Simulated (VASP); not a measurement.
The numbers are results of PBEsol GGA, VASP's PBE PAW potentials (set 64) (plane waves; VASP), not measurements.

A VASP calculation is set up with these files.

INCAR:
```
SYSTEM = KF
PREC = Accurate
ENCUT = 530
EDIFF = 1E-6
NELM = 100
ALGO = Normal
LREAL = .FALSE.
LASPH = .TRUE.
ISMEAR = 0
SIGMA = 0.05
GGA = PS
LWAVE = .FALSE.
LCHARG = .FALSE.
IBRION = 2
ISIF = 3
NSW = 60
EDIFFG = -0.01
```

**KPOINTS**
```
Automatic mesh
0
Gamma
8 8 8
0 0 0
```

File POSCAR:
```
KF
1.0
  0.0000000000   2.6750000000   2.6750000000
  2.6750000000   0.0000000000   2.6750000000
  2.6750000000   2.6750000000   0.0000000000
K F
1 1
Direct
  0.0000000000   0.0000000000   0.0000000000
  0.5000000000   0.5000000000   0.5000000000
```

POTCAR, in this order: K_sv F (PBE.64 set). Program: vasp_std.

The resulting files:

File OSZICAR:
```
       N       E                     dE             d eps       ncg     rms          rms(c)
DAV:   1     0.113693855019E+03    0.11369E+03   -0.85211E+03   696   0.131E+03
DAV:   2    -0.521355146586E+01   -0.11891E+03   -0.10886E+03   892   0.334E+02
DAV:   3    -0.952377551040E+01   -0.43102E+01   -0.42888E+01   892   0.603E+01
DAV:   4    -0.964315601248E+01   -0.11938E+00   -0.11929E+00  1032   0.880E+00
DAV:   5    -0.964634939541E+01   -0.31934E-02   -0.31933E-02   900   0.111E+00    0.588E+00
DAV:   6    -0.855582486495E+01    0.10905E+01   -0.37718E+00   752   0.174E+01    0.390E+00
DAV:   7    -0.852347274452E+01    0.32352E-01   -0.11989E-01   936   0.315E+00    0.234E+00
DAV:   8    -0.851694323904E+01    0.65295E-02   -0.53597E-02   772   0.273E+00    0.216E-01
DAV:   9    -0.851864684914E+01   -0.17036E-02   -0.67258E-03   912   0.697E-01    0.121E-01
DAV:  10    -0.851902922107E+01   -0.38237E-03   -0.83836E-04   836   0.284E-01    0.715E-02
DAV:  11    -0.851926323902E+01   -0.23402E-03   -0.40020E-04   748   0.155E-01    0.230E-02
DAV:  12    -0.851925205333E+01    0.11186E-04   -0.72350E-05   884   0.742E-02    0.763E-03
DAV:  13    -0.851925184884E+01    0.20449E-06   -0.63660E-06   756   0.246E-02
   1 F= -.85192518E+01 E0= -.85192518E+01  d E =-.851925E+01
       N       E                     dE             d eps       ncg     rms          rms(c)
DAV:   1    -0.854286914453E+01   -0.23617E-01   -0.43712E-01   776   0.762E+00    0.113E+00
DAV:   2    -0.852321088269E+01    0.19658E-01   -0.83494E-02   784   0.287E+00    0.299E-01
DAV:   3    -0.852098881468E+01    0.22221E-02   -0.41356E-03  1032   0.726E-01    0.192E-01
DAV:   4    -0.852063815979E+01    0.35065E-03   -0.13922E-03  1224   0.306E-01    0.160E-01
DAV:   5    -0.852070565962E+01   -0.67500E-04   -0.10063E-04  1100   0.762E-02    0.214E-02
DAV:   6    -0.852071519492E+01   -0.95353E-05   -0.39260E-05  1284   0.497E-02    0.698E-03
DAV:   7    -0.852071684370E+01   -0.16488E-05   -0.10471E-06   592   0.109E-02    0.125E-03
DAV:   8    -0.852071681957E+01    0.24130E-07   -0.93477E-08   448   0.375E-03
   2 F= -.85207168E+01 E0= -.85207168E+01  d E =-.146497E-02
       N       E                     dE             d eps       ncg     rms          rms(c)
DAV:   1    -0.853208101687E+01   -0.11364E-01   -0.21767E-01   776   0.538E+00    0.798E-01
DAV:   2    -0.852231475775E+01    0.97663E-02   -0.41288E-02   768   0.202E+00    0.210E-01
DAV:   3    -0.852120678802E+01    0.11080E-02   -0.20408E-03  1036   0.512E-01    0.138E-01
DAV:   4    -0.852103384753E+01    0.17294E-03   -0.70140E-04  1192   0.217E-01    0.115E-01
DAV:   5    -0.852106967929E+01   -0.35832E-04   -0.49614E-05  1104   0.539E-02    0.163E-02
DAV:   6    -0.852107530285E+01   -0.56236E-05   -0.20045E-05  1244   0.351E-02    0.482E-03
DAV:   7    -0.852107641637E+01   -0.11135E-05   -0.50949E-07   584   0.765E-03    0.856E-04
DAV:   8    -0.852107638660E+01    0.29775E-07   -0.44074E-08   408   0.259E-03
   3 F= -.85210764E+01 E0= -.85210764E+01  d E =-.182454E-02
```

### OUTCAR
```
------------------------ aborting loop because EDIFF is reached ----------------------------------------
  FORCE on cell =-STRESS in cart. coord.  units (eV):
  Direction    XX          YY          ZZ          XY          YZ          ZX
  --------------------------------------------------------------------------------------
  Total       -0.0085364     -0.0085364     -0.0085364      0.0000000      0.0000000     -0.0000000
  in kB       -0.3646714     -0.3646714     -0.3646714      0.0000000      0.0000000     -0.0000000
  external PRESSURE =      -0.3646714 kB  Pullay stress =       0.0000000 kB
  volume of cell :       37.50
      direct lattice vectors                 reciprocal lattice vectors
     0.000000000  2.656752041  2.656752041    -0.188199724  0.188199724  0.188199724
     2.656752041 -0.000000000  2.656752041     0.188199724 -0.188199724  0.188199724
     2.656752041  2.656752041 -0.000000000     0.188199724  0.188199724 -0.188199724
  FREE ENERGIE OF THE ION-ELECTRON SYSTEM (eV)
  ---------------------------------------------------
  free  energy   TOTEN  =        -8.5210763866 eV

  energy  without entropy=       -8.5210763866  energy(sigma->0) =       -8.52107639

 reached required accuracy - stopping structural energy minimisation
```
(Selected blocks of OUTCAR.)

CONTCAR:
```
KF
   1.00000000000000
     0.0000000000000000    2.6567520412941499    2.6567520412941499
     2.6567520412941499   -0.0000000000000000    2.6567520412941499
     2.6567520412941499    2.6567520412941499   -0.0000000000000000
  K               F
     1     1
Direct
     0.0000000000000000    0.0000000000000000    0.0000000000000000
     0.5000000000000000    0.5000000000000000    0.5000000000000000
```

Energy and stress use the plane-wave basis of the starting cell.

The compound is KF in the rock salt structure. This run relaxes it. Symmetry was kept, so distortions that lower it aren't found.
